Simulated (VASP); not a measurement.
All values below come from PBE GGA, VASP's PBE PAW potentials (set 64) (plane waves; VASP).

Input for VASP

INCAR:
```
# general
SYSTEM=Ca3P2
PREC  =Accurate
ENCUT =300   # plane-wave cut-off (eV)
LREAL =.FALSE.   # projection in real space or not
LASPH =.TRUE.   # aspherical one-centre terms

# electronic loop
EDIFF =1E-6
NELM  =100
ALGO  =Normal   # blocked Davidson

# smearing
ISMEAR=0
SIGMA =0.136

# functional
GGA   =PE   # PBE

# ions
ISIF  =2   # forces and stress, cell fixed

# output
LWAVE =.FALSE.
LCHARG=.FALSE.
```

### KPOINTS
```
K-points
0
gamma
  5 5 3
0 0 0
```

**POSCAR**
```
Ca3P2
1
    4.4748100000     0.0000000000     0.0000000000
   -2.2374050000     3.8752990000     0.0000000000
    0.0000000000     0.0000000000     6.9724310000
P Ca
2 3
Direct
  0.3292300000   0.6700300000   0.2466040000
  0.6674670000   0.3451890000   0.7486240000
  0.0015400000  -0.0218030000  -0.0026200000
  0.3336600000   0.6722980000   0.6538030000
  0.6681030000   0.3342850000   0.3535890000
```

POTCAR, in this order: P Ca_sv (PBE.64 set). Program: vasp_std.

The run wrote:

OUTCAR:
```
 ion  position               nearest neighbor table
   1  0.329  0.670  0.247-   5 2.67   5 2.68   5 2.72   4 2.84   3 3.02
   2  0.667  0.345  0.749-   4 2.65   4 2.67   4 2.69   5 2.75   3 3.01
   3  0.002  0.978  0.997-   2 3.01   1 3.02
   4  0.334  0.672  0.654-   2 2.65   2 2.67   2 2.69   1 2.84
   5  0.668  0.334  0.354-   1 2.67   1 2.68   1 2.72   2 2.75
  LATTYP: Found a hexagonal cell.
 ALAT       =     4.4748100000
 C/A-ratio  =     1.5581512958
 Subroutine PRICEL returns:
 Original cell was already a primitive cell.
 Subroutine GETGRP returns: Found  1 space group operations
The static configuration has the point symmetry C_1 .
The dynamic configuration has the point symmetry C_1 .
 Subroutine INISYM returns: Found  1 space group operations
 Subroutine IBZKPT returns following result:
 Found     38 irreducible k-points:

 Following reciprocal coordinates:
            Coordinates               Weight
  0.000000  0.000000  0.000000      1.000000
  0.200000  0.000000  0.000000      2.000000
  0.000000  0.200000  0.000000      2.000000
 -0.200000  0.200000  0.000000      2.000000
  0.400000 -0.000000  0.000000      2.000000
...
```

**OSZICAR**
```
       N       E                     dE             d eps       ncg     rms          rms(c)
DAV:   1     0.261196129954E+03    0.26120E+03   -0.14980E+04  1880   0.105E+03
DAV:   2    -0.699417541278E+01   -0.26819E+03   -0.26569E+03  2208   0.338E+02
DAV:   3    -0.222232944062E+02   -0.15229E+02   -0.15209E+02  3200   0.643E+01
DAV:   4    -0.230941974985E+02   -0.87090E+00   -0.87021E+00  2744   0.140E+01
DAV:   5    -0.231253316195E+02   -0.31134E-01   -0.31132E-01  2736   0.264E+00    0.792E+00
DAV:   6    -0.218186183087E+02    0.13067E+01   -0.38392E+00  2144   0.697E+00    0.496E+00
DAV:   7    -0.217179376476E+02    0.10068E+00   -0.93097E-01  2720   0.418E+00    0.221E+00
DAV:   8    -0.217242237996E+02   -0.62862E-02   -0.14170E-01  2320   0.211E+00    0.482E-01
DAV:   9    -0.217242843194E+02   -0.60520E-04   -0.19937E-02  2360   0.709E-01    0.229E-01
DAV:  10    -0.217250917828E+02   -0.80746E-03   -0.24748E-03  3248   0.242E-01    0.121E-01
DAV:  11    -0.217255050219E+02   -0.41324E-03   -0.46466E-04  2312   0.119E-01    0.271E-02
DAV:  12    -0.217255146573E+02   -0.96354E-05   -0.88747E-05  2592   0.747E-02    0.129E-02
DAV:  13    -0.217255199869E+02   -0.53297E-05   -0.95223E-06  2712   0.183E-02    0.529E-03
DAV:  14    -0.217255197454E+02    0.24148E-06   -0.88657E-07  1824   0.799E-03
   1 F= -.21725520E+02 E0= -.21725520E+02  d E =-.321928E-12
```

File OUTCAR:
```
------------------------ aborting loop because EDIFF is reached ----------------------------------------
  FORCE on cell =-STRESS in cart. coord.  units (eV):
  Direction    XX          YY          ZZ          XY          YZ          ZX
  --------------------------------------------------------------------------------------
  Total        6.0122798      5.7394873      4.9039232      0.1084835      0.0165741     -0.0474097
  in kB       79.6683321     76.0535764     64.9815695      1.4375073      0.2196223     -0.6282228
  external PRESSURE =      73.5678260 kB  Pullay stress =       0.0000000 kB
  volume of cell :      120.91
      direct lattice vectors                 reciprocal lattice vectors
     4.474810000  0.000000000  0.000000000     0.223473175  0.129022303  0.000000000
    -2.237405000  3.875299000  0.000000000     0.000000000  0.258044605  0.000000000
     0.000000000  0.000000000  6.972431000     0.000000000  0.000000000  0.143422000
 POSITION                                       TOTAL-FORCE (eV/Angst)
 -----------------------------------------------------------------------------------
     -0.02589      2.59657      1.71943         0.245582     -0.099920     -1.047709
      2.21446      1.33771      5.21973         0.120268     -0.263660      1.306567
     -2.18173      3.79081      6.95416        -0.178671      0.277977      0.186093
     -0.01114      2.60536      4.55860        -0.020829      0.068259     -0.008614
      2.24170      1.29545      2.46537        -0.166350      0.017345     -0.436337
 -----------------------------------------------------------------------------------
    total drift:                               -0.000182      0.000135      0.000329
  FREE ENERGIE OF THE ION-ELECTRON SYSTEM (eV)
  ---------------------------------------------------
  free  energy   TOTEN  =       -21.7255197454 eV

  energy  without entropy=      -21.7255197454  energy(sigma->0) =      -21.72551975
```
(Selected blocks of OUTCAR.)

At this cut-off the stress carries a Pulay error, which pulls relaxed volumes low.

The structure was generated: Ca3P2 was put into an ordered model structure, which need not be its known phase. The cell was not relaxed at this level, atoms are displaced from their ideal sites.
